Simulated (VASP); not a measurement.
Output of a VASP run:

OSZICAR:
```
       N       E                     dE             d eps       ncg     rms          rms(c)
DAV:   1     0.543338014027E+01    0.54334E+01   -0.83135E+03  1222   0.122E+03
DAV:   2    -0.106552464843E+03   -0.11199E+03   -0.10581E+03  1327   0.276E+02
DAV:   3    -0.111059323816E+03   -0.45069E+01   -0.44687E+01  1502   0.578E+01
DAV:   4    -0.111100653220E+03   -0.41329E-01   -0.41327E-01  1658   0.517E+00
DAV:   5    -0.111100813153E+03   -0.15993E-03   -0.15993E-03  1497   0.273E-01    0.913E+00
DAV:   6    -0.105776020900E+03    0.53248E+01   -0.45956E+00  1317   0.356E+01    0.858E+00
DAV:   7    -0.105560798878E+03    0.21522E+00   -0.56002E-01  1222   0.108E+01    0.434E+00
DAV:   8    -0.105555403245E+03    0.53956E-02   -0.29706E-01  1222   0.652E+00    0.163E+00
DAV:   9    -0.105502436190E+03    0.52967E-01   -0.40531E-01  1222   0.743E+00    0.695E-01
DAV:  10    -0.105607045938E+03   -0.10461E+00   -0.10537E-01  1222   0.403E+00    0.398E-01
DAV:  11    -0.105664876438E+03   -0.57830E-01   -0.34205E-02  1222   0.231E+00    0.321E-01
DAV:  12    -0.105663746420E+03    0.11300E-02   -0.74490E-04  1502   0.214E-01    0.320E-01
DAV:  13    -0.105668417678E+03   -0.46713E-02   -0.32575E-03  1237   0.677E-01    0.244E-01
DAV:  14    -0.105665648639E+03    0.27690E-02   -0.24500E-02  1297   0.185E+00    0.270E-01
DAV:  15    -0.105664357404E+03    0.12912E-02   -0.13358E-03  1277   0.478E-01    0.322E-01
DAV:  16    -0.105664248649E+03    0.10876E-03   -0.81265E-06  1482   0.314E-02    0.326E-01
DAV:  17    -0.105667365508E+03   -0.31169E-02   -0.14908E-03  1222   0.524E-01    0.234E-01
DAV:  18    -0.105669705217E+03   -0.23397E-02   -0.59804E-03  1282   0.990E-01    0.882E-02
DAV:  19    -0.105669752728E+03   -0.47511E-04   -0.98355E-05  1412   0.880E-02    0.652E-02
DAV:  20    -0.105669753494E+03   -0.76641E-06   -0.43040E-06  1327   0.263E-02    0.579E-02
DAV:  21    -0.105669753083E+03    0.41163E-06   -0.17045E-05  1232   0.569E-02    0.541E-02
DAV:  22    -0.105669757367E+03   -0.42848E-05   -0.24634E-05  1257   0.672E-02    0.361E-02
DAV:  23    -0.105669758282E+03   -0.91431E-06   -0.28802E-06  1242   0.221E-02    0.310E-02
DAV:  24    -0.105669758812E+03   -0.53057E-06   -0.35211E-07  1342   0.839E-03    0.277E-02
DAV:  25    -0.105669761688E+03   -0.28757E-05   -0.18896E-06  1232   0.185E-02    0.130E-02
DAV:  26    -0.105669761302E+03    0.38632E-06   -0.75579E-07  1227   0.128E-02    0.137E-02
DAV:  27    -0.105669763132E+03   -0.18304E-05   -0.26404E-07  1262   0.677E-03    0.777E-03
DAV:  28    -0.105669764126E+03   -0.99400E-06   -0.20079E-07  1185   0.545E-03    0.267E-03
DAV:  29    -0.105669764354E+03   -0.22828E-06   -0.10866E-07   934   0.418E-03    0.164E-03
DAV:  30    -0.105669764438E+03   -0.83349E-07   -0.18362E-08   616   0.158E-03
   1 F= -.10566976E+03 E0= -.10566982E+03  d E =0.178843E-03
```

OUTCAR:
```
------------------------ aborting loop because EDIFF is reached ----------------------------------------
  FORCE on cell =-STRESS in cart. coord.  units (eV):
  Direction    XX          YY          ZZ          XY          YZ          ZX
  --------------------------------------------------------------------------------------
  Total        1.2245776      1.2245776      1.2245776      0.0000000      0.0000000      0.0000000
  in kB       30.5909674     30.5909674     30.5909674      0.0000000      0.0000000      0.0000000
  external PRESSURE =      30.5909674 kB  Pullay stress =       0.0000000 kB
  volume of cell :       64.14
      direct lattice vectors                 reciprocal lattice vectors
     0.000000000  3.177053765  3.177053765    -0.157378514  0.157378514  0.157378514
     3.177053765  0.000000000  3.177053765     0.157378514 -0.157378514  0.157378514
     3.177053765  3.177053765  0.000000000     0.157378514  0.157378514 -0.157378514
 POSITION                                       TOTAL-FORCE (eV/Angst)
 -----------------------------------------------------------------------------------
      0.00000      0.00000      0.00000         0.000000      0.000000      0.000000
      1.58853      1.58853      1.58853        -0.000000     -0.000000     -0.000000
 -----------------------------------------------------------------------------------
    total drift:                                0.000008      0.000008      0.000008
  FREE ENERGIE OF THE ION-ELECTRON SYSTEM (eV)
  ---------------------------------------------------
  free  energy   TOTEN  =      -105.6697644377 eV

  energy  without entropy=     -105.6699432806  energy(sigma->0) =     -105.66982405
```
(Selected blocks of OUTCAR.)

### POSCAR
```
HgTe
1
    0.0000000000     3.1770537646     3.1770537646
    3.1770537646     0.0000000000     3.1770537646
    3.1770537646     3.1770537646     0.0000000000
Hg Te
1 1
Direct
  0.0000000000   0.0000000000   0.0000000000
  0.2500000000   0.2500000000   0.2500000000
```

Q: Reconstruct the remaining input files.

A: Several could match; the one computed here: the input of the run itself, SCAN meta-GGA, plane waves, VASP's PBE PAW potentials (set 64).

KPOINTS:
```
K-points
0
gamma
10 10 10
0 0 0
```

INCAR:
```
LMIXTAU=T
LCHARG=F
LWAVE=F
LREAL=F
SIGMA=0.1
METAGGA=SCAN
LMAXMIX=6
ISIF=2   ! forces and stress, cell fixed
NELM=100   ! most electronic steps
SYSTEM=HgTe
ENCUT=520   ! plane-wave cut-off (eV)
PREC=Accurate
LASPH=T   ! aspherical one-centre terms
ALGO=Normal
EDIFF=1E-7
ISMEAR=1
```

POTCAR, in this order: Hg Te (PBE.64 set). Program: vasp_std.

The compound is HgTe in the zinc blende structure. This cell is one point of a volume scan, at 0.94 of the reference volume.
